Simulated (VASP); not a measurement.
Computed with RPBE GGA, VASP's PBE PAW potentials (set 64) (plane waves; VASP 6.6.1).

Input for VASP

**KPOINTS**
```
Regular mesh
0
gamma
6 6 6
0 0 0
```

### POSCAR
```
KBr
1
    0.0000000000     3.3000000000     3.3000000000
    3.3000000000     0.0000000000     3.3000000000
    3.3000000000     3.3000000000     0.0000000000
K Br
1 1
Direct
  0.0000000000   0.0000000000   0.0000000000
  0.5000000000   0.5000000000   0.5000000000
```

INCAR:
```
SYSTEM = KBr
PREC = Accurate
ENCUT = 520
EDIFF = 1E-6
NELM = 100
ALGO = Normal
LREAL = .FALSE.
LASPH = .TRUE.
ISMEAR = 0
SIGMA = 0.05
GGA = RP
LMAXMIX = 4
LWAVE = .FALSE.
LCHARG = .FALSE.
IBRION = 2
ISIF = 3
NSW = 60
EDIFFG = -0.01
```

POTCAR, in this order: K_sv Br (PBE.64 set). Program: vasp_std.

What VASP printed:

OUTCAR:
```
 ion  position               nearest neighbor table
   1  0.000  0.000  0.000-   2 3.30   2 3.30   2 3.30   2 3.30   2 3.30   2 3.30
   2  0.500  0.500  0.500-   1 3.30   1 3.30   1 3.30   1 3.30   1 3.30   1 3.30
  LATTYP: Found a face centered cubic cell.
 ALAT       =     6.6000000000
 Subroutine PRICEL returns:
 Original cell was already a primitive cell.
 Subroutine GETGRP returns: Found 48 space group operations
The static configuration has the point symmetry O_h .
The dynamic configuration has the point symmetry O_h .
 Subroutine INISYM returns: Found 48 space group operations
 Subroutine IBZKPT returns following result:
 Found     16 irreducible k-points:

 Following reciprocal coordinates:
            Coordinates               Weight
  0.000000  0.000000  0.000000      1.000000
  0.166667  0.000000  0.000000      8.000000
  0.333333  0.000000  0.000000      8.000000
  0.500000  0.000000  0.000000      4.000000
  0.166667  0.166667  0.000000      6.000000
  0.333333  0.166667  0.000000     24.000000
  0.500000  0.166667  0.000000     24.000000
 -0.333333  0.166667  0.000000     24.000000
 -0.166667  0.166667  0.000000     12.000000
  0.333333  0.333333  0.000000      6.000000
  0.500000  0.333333  0.000000     24.000000
 -0.333333  0.333333  0.000000     12.000000
  0.500000  0.500000  0.000000      3.000000
  0.500000  0.333333  0.166667     24.000000
 -0.333333  0.333333  0.166667     24.000000
 -0.333333  0.500000  0.166667     12.000000
   k-points           NKPTS =     16   k-points in BZ     NKDIM =     16   number of bands    NBANDS=     12
   number of dos      NEDOS =    301   number of ions     NIONS =      2
   total plane-waves  NPLWV =  46656
   dimension x,y,z NGX =    36 NGY =   36 NGZ =   36
   dimension x,y,z NGXF=    72 NGYF=   72 NGZF=   72
   ions per type =               1   1
   PREC   = accura    normal or accurate (medium, high low for compatibility)
   ISTART =      0    job   : 0-new  1-cont  2-samecut
...
```

**OSZICAR**
```
       N       E                     dE             d eps       ncg     rms          rms(c)
DAV:   1     0.106164754342E+03    0.10616E+03   -0.69598E+03   384   0.117E+03
DAV:   2     0.757062145125E+00   -0.10541E+03   -0.96912E+02   452   0.271E+02
DAV:   3    -0.576200570197E+01   -0.65191E+01   -0.64729E+01   484   0.623E+01
DAV:   4    -0.600352152262E+01   -0.24152E+00   -0.24128E+00   676   0.108E+01
DAV:   5    -0.600501464277E+01   -0.14931E-02   -0.14931E-02   484   0.907E-01    0.294E+00
DAV:   6    -0.583793026358E+01    0.16708E+00   -0.29108E-01   460   0.290E+00    0.211E+00
DAV:   7    -0.583930390539E+01   -0.13736E-02   -0.17278E-01   472   0.257E+00    0.974E-01
DAV:   8    -0.585707007117E+01   -0.17766E-01   -0.25136E-02   452   0.138E+00    0.144E-01
DAV:   9    -0.585849051473E+01   -0.14204E-02   -0.14507E-03   492   0.279E-01    0.969E-02
DAV:  10    -0.585943069618E+01   -0.94018E-03   -0.13854E-03   432   0.294E-01    0.245E-02
DAV:  11    -0.585945852692E+01   -0.27831E-04   -0.50588E-05   548   0.503E-02    0.719E-03
DAV:  12    -0.585946882234E+01   -0.10295E-04   -0.22131E-05   440   0.404E-02    0.737E-03
DAV:  13    -0.585946911580E+01   -0.29346E-06   -0.41115E-07   376   0.438E-03
   1 F= -.58594691E+01 E0= -.58594691E+01  d E =-.585947E+01
       N       E                     dE             d eps       ncg     rms          rms(c)
DAV:   1    -0.636187028541E+01   -0.50240E+00   -0.10475E+01   428   0.318E+01    0.479E+00
DAV:   2    -0.600736670451E+01    0.35450E+00   -0.86695E-01   560   0.839E+00    0.185E+00
DAV:   3    -0.590684401002E+01    0.10052E+00   -0.26243E-01   712   0.420E+00    0.137E+00
DAV:   4    -0.590743158853E+01   -0.58758E-03   -0.80753E-03   748   0.577E-01    0.666E-01
DAV:   5    -0.590843431411E+01   -0.10027E-02   -0.10326E-02   732   0.617E-01    0.142E-01
DAV:   6    -0.590830776975E+01    0.12654E-03   -0.25905E-04   716   0.145E-01    0.400E-02
DAV:   7    -0.590830940912E+01   -0.16394E-05   -0.34012E-05   500   0.528E-02    0.498E-03
DAV:   8    -0.590830986603E+01   -0.45691E-06   -0.51625E-06   528   0.220E-02
   2 F= -.59083099E+01 E0= -.59083099E+01  d E =-.488408E-01
       N       E                     dE             d eps       ncg     rms          rms(c)
DAV:   1    -0.629672384631E+01   -0.38841E+00   -0.84904E+00   424   0.285E+01    0.428E+00
DAV:   2    -0.600399527956E+01    0.29273E+00   -0.70972E-01   560   0.753E+00    0.163E+00
DAV:   3    -0.592333077212E+01    0.80665E-01   -0.21459E-01   704   0.381E+00    0.119E+00
DAV:   4    -0.592388528537E+01   -0.55451E-03   -0.64771E-03   744   0.510E-01    0.575E-01
DAV:   5    -0.592467986266E+01   -0.79458E-03   -0.81599E-03   744   0.550E-01    0.125E-01
DAV:   6    -0.592457003341E+01    0.10983E-03   -0.23088E-04   736   0.139E-01    0.343E-02
DAV:   7    -0.592457073936E+01   -0.70595E-06   -0.24579E-05   496   0.485E-02    0.414E-03
DAV:   8    -0.592457064876E+01    0.90600E-07   -0.40736E-06   496   0.199E-02
   3 F= -.59245706E+01 E0= -.59245706E+01  d E =-.651015E-01
       N       E                     dE             d eps       ncg     rms          rms(c)
DAV:   1    -0.594044381276E+01   -0.15873E-01   -0.34610E-01   424   0.578E+00    0.765E-01
DAV:   2    -0.592821755410E+01    0.12226E-01   -0.28316E-02   524   0.152E+00    0.312E-01
DAV:   3    -0.592500055274E+01    0.32170E-02   -0.10283E-02   672   0.831E-01    0.206E-01
DAV:   4    -0.592505877292E+01   -0.58220E-04   -0.18711E-04   740   0.926E-02    0.929E-02
DAV:   5    -0.592507456349E+01   -0.15791E-04   -0.29115E-04   740   0.103E-01    0.177E-02
DAV:   6    -0.592507009623E+01    0.44673E-05   -0.88026E-06   724   0.305E-02    0.570E-03
DAV:   7    -0.592507000009E+01    0.96138E-07   -0.30725E-07   320   0.488E-03
   4 F= -.59250700E+01 E0= -.59250700E+01  d E =-.656009E-01
```

### OUTCAR
```
------------------------ aborting loop because EDIFF is reached ----------------------------------------
  FORCE on cell =-STRESS in cart. coord.  units (eV):
  Direction    XX          YY          ZZ          XY          YZ          ZX
  --------------------------------------------------------------------------------------
  Total        0.0015064      0.0015064      0.0015064      0.0000000     -0.0000000     -0.0000000
  in kB        0.0290861      0.0290861      0.0290861      0.0000000     -0.0000000     -0.0000000
  external PRESSURE =       0.0290861 kB  Pullay stress =       0.0000000 kB
  volume of cell :       82.98
      direct lattice vectors                 reciprocal lattice vectors
     0.000000000  3.461880129  3.461880129    -0.144430189  0.144430189  0.144430189
     3.461880129  0.000000000  3.461880129     0.144430189 -0.144430189  0.144430189
     3.461880129  3.461880129  0.000000000     0.144430189  0.144430189 -0.144430189
  FREE ENERGIE OF THE ION-ELECTRON SYSTEM (eV)
  ---------------------------------------------------
  free  energy   TOTEN  =        -5.9250700001 eV

  energy  without entropy=       -5.9250700001  energy(sigma->0) =       -5.92507000

 reached required accuracy - stopping structural energy minimisation
```
(Selected blocks of OUTCAR.)

File CONTCAR:
```
KBr
   1.00000000000000
     0.0000000000000000    3.4618801290287013    3.4618801290287013
     3.4618801290287013    0.0000000000000000    3.4618801290287013
     3.4618801290287013    3.4618801290287013    0.0000000000000000
  K               Br
     1     1
Direct
     1.0000000000000000    0.0000000000000000    0.0000000000000000
     0.5000000000000000    0.5000000000000000    0.5000000000000000
```

Energy and stress use the plane-wave basis of the starting cell.

The compound is KBr in the rock salt structure. This run relaxes it. Symmetry was kept, so distortions that lower it aren't found.
